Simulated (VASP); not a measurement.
All values below come from LDA (Ceperley-Alder, Perdew-Zunger), VASP's LDA PAW potentials (set 64) (plane waves; VASP 6.6.1).

VASP ran on this input.

**POSCAR**
```
Li
1.0
 -1.5519445831   1.5519445831   1.5519445831
  1.5519445831  -1.5519445831   1.5519445831
  1.5519445831   1.5519445831  -1.5519445831
Li
1
Cartesian
  0.0000000000   0.0000000000   0.0000000000
```

KPOINTS:
```
Automatic
0
G
  16 16 16
0 0 0
```

### INCAR
```
ALGO = Normal
EDIFF = 1E-6
EDIFFG = -0.02
ENCUT = 620
IBRION = 2
ISIF = 3
ISMEAR = 1
LASPH = .TRUE.
LCHARG = .FALSE.
LREAL = .FALSE.
LWAVE = .FALSE.
NELM = 100
NSW = 40
PREC = Accurate
PSTRESS = 50
SIGMA = 0.1
SYSTEM = Li
```

POTCAR, in this order: Li_sv (LDA.64 set). Program: vasp_std.

What VASP printed:

### OUTCAR
```
 ion  position               nearest neighbor table
   1  0.000  0.000  0.000-
  LATTYP: Found a body centered cubic cell.
 ALAT       =     3.1038891662
 Subroutine PRICEL returns:
 Original cell was already a primitive cell.
 Subroutine GETGRP returns: Found 48 space group operations
The static configuration has the point symmetry O_h .
The dynamic configuration has the point symmetry O_h .
 Subroutine INISYM returns: Found 48 space group operations
 Subroutine IBZKPT returns following result:
 Found    145 irreducible k-points:

 Following reciprocal coordinates:
            Coordinates               Weight
  0.000000  0.000000  0.000000      1.000000
  0.062500  0.000000  0.000000     12.000000
  0.125000  0.000000  0.000000     12.000000
  0.187500  0.000000  0.000000     12.000000
  0.250000  0.000000  0.000000     12.000000
  0.312500  0.000000  0.000000     12.000000
  0.375000  0.000000  0.000000     12.000000
  0.437500  0.000000  0.000000     12.000000
  0.500000  0.000000  0.000000      6.000000
  0.062500  0.062500  0.000000     24.000000
  0.125000  0.062500 -0.000000     48.000000
  0.187500  0.062500  0.000000     48.000000
  0.250000  0.062500  0.000000     48.000000
  0.312500  0.062500  0.000000     48.000000
  0.375000  0.062500  0.000000     48.000000
  0.437500  0.062500  0.000000     48.000000
  0.125000  0.125000  0.000000     24.000000
  0.187500  0.125000  0.000000     48.000000
  0.250000  0.125000 -0.000000     48.000000
  0.312500  0.125000  0.000000     48.000000
  0.375000  0.125000  0.000000     48.000000
  0.437500  0.125000  0.000000     24.000000
  0.187500  0.187500  0.000000     24.000000
  0.250000  0.187500 -0.000000     48.000000
  0.312500  0.187500  0.000000     48.000000
...
```

**OSZICAR**
```
       N       E                     dE             d eps       ncg     rms          rms(c)
DAV:   1     0.715431336542E+00    0.71543E+00   -0.81282E+02  1485   0.467E+02
DAV:   2    -0.183594435439E+01   -0.25514E+01   -0.24389E+01  2025   0.605E+01
DAV:   3    -0.198257026697E+01   -0.14663E+00   -0.14498E+00  1835   0.105E+01
DAV:   4    -0.198382846970E+01   -0.12582E-02   -0.12569E-02  1845   0.109E+00
DAV:   5    -0.198383836971E+01   -0.99000E-05   -0.98992E-05  1895   0.782E-02    0.301E-01
DAV:   6    -0.198472002429E+01   -0.88165E-03   -0.68722E-04  2045   0.171E-01    0.200E-01
DAV:   7    -0.198548470861E+01   -0.76468E-03   -0.18691E-03  2255   0.279E-01    0.365E-02
DAV:   8    -0.198547574535E+01    0.89633E-05   -0.21878E-05  1870   0.649E-02    0.122E-03
DAV:   9    -0.198547670790E+01   -0.96255E-06   -0.86070E-06  1510   0.345E-02
   1 F= -.15188732E+01 E0= -.15186412E+01  d E =-.151887E+01
```

OUTCAR:
```
------------------------ aborting loop because EDIFF is reached ----------------------------------------
  FORCE on cell =-STRESS in cart. coord.  units (eV):
  Direction    XX          YY          ZZ          XY          YZ          ZX
  --------------------------------------------------------------------------------------
  Total        0.4849762      0.4849762      0.4849762     -0.0000000     -0.0000000      0.0000000
  in kB       51.9687600     51.9687600     51.9687600     -0.0000000     -0.0000000      0.0000000
  external PRESSURE =       1.9687600 kB  Pullay stress =      50.0000000 kB
  volume of cell :       14.95
      direct lattice vectors                 reciprocal lattice vectors
    -1.551944583  1.551944583  1.551944583     0.000000000  0.322176452  0.322176452
     1.551944583 -1.551944583  1.551944583     0.322176452  0.000000000  0.322176452
     1.551944583  1.551944583 -1.551944583     0.322176452  0.322176452  0.000000000
 POSITION                                       TOTAL-FORCE (eV/Angst)
 -----------------------------------------------------------------------------------
      0.00000      0.00000      0.00000        -0.000000      0.000000      0.000000
 -----------------------------------------------------------------------------------
    total drift:                               -0.000000     -0.000000      0.000000
  FREE ENERGIE OF THE ION-ELECTRON SYSTEM (eV)
  ---------------------------------------------------
  free  energy   TOTEN  =        -1.9854767079 eV

  energy  without entropy=       -1.9847807106  energy(sigma->0) =       -1.98524471
  enthalpy is  TOTEN    =        -1.5188731549 eV   P V=        0.4666035530

 reached required accuracy - stopping structural energy minimisation
```
(Selected blocks of OUTCAR.)

The compound is Li in the bcc structure. It was relaxed first under an external pressure of 5 GPa.
